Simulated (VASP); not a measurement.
A VASP calculation is set up with these files.

### INCAR
```
ALGO  =  Normal
EDIFF  =  1E-7
ENCUT  =  520
GGA  =  PE
ISIF  =  2
ISMEAR  =  1
IVDW  =  12
LASPH  =  .TRUE.
LCHARG  =  .FALSE.
LMAXMIX  =  4
LREAL  =  .FALSE.
LWAVE  =  .FALSE.
NELM  =  100
PREC  =  Accurate
SIGMA  =  0.1
SYSTEM  =  Rh
```

### POSCAR
```
Rh
1.0
  0.0000000000   1.9337333322   1.9337333322
  1.9337333322   0.0000000000   1.9337333322
  1.9337333322   1.9337333322   0.0000000000
Rh
1
Direct
  0.0000000000   0.0000000000   0.0000000000
```

### KPOINTS
```
Automatic
0
Gamma
 16 16 16
```

POTCAR, in this order: Rh_pv (PBE.64 set). Program: vasp_std.

Task: Write an equivalent input for Quantum ESPRESSO's pw.x.

Result: One equivalent input (not run):
```
&CONTROL
  calculation = 'scf'
  pseudo_dir = './pseudo'
  outdir = './out'
  tprnfor = .true.
  tstress = .true.
/
&SYSTEM
  ibrav = 0
  nat = 1
  ntyp = 1
  ecutwfc = 88
  occupations = 'smearing'
  smearing = 'methfessel-paxton'
  degauss = 0.00735
  input_dft = 'pbe'
  vdw_corr = 'grimme-d3'
  dftd3_version = 4
  dftd3_threebody = .false.
/
&ELECTRONS
  conv_thr = 7.3e-09
  electron_maxstep = 100
/
ATOMIC_SPECIES
  Rh 102.906 Rh.upf
CELL_PARAMETERS angstrom
     0.0000000    1.9337333    1.9337333
     1.9337333    0.0000000    1.9337333
     1.9337333    1.9337333    0.0000000
ATOMIC_POSITIONS crystal
  Rh   0.0000000  0.0000000  0.0000000
K_POINTS automatic
  16 16 16 0 0 0
```
The two are equivalent in intent, not identical: the potentials are each code's own (VASP's PAW set, PseudoDojo norm-conserving files in pw.x), so ENCUT and ecutwfc are chosen apart and not converted; conv_thr bounds pw.x's estimated SCF error, while EDIFF bounds the energy change between steps.

The compound is Rh in the fcc structure. This cell is one point of a volume scan, at 1.06 of the reference volume.
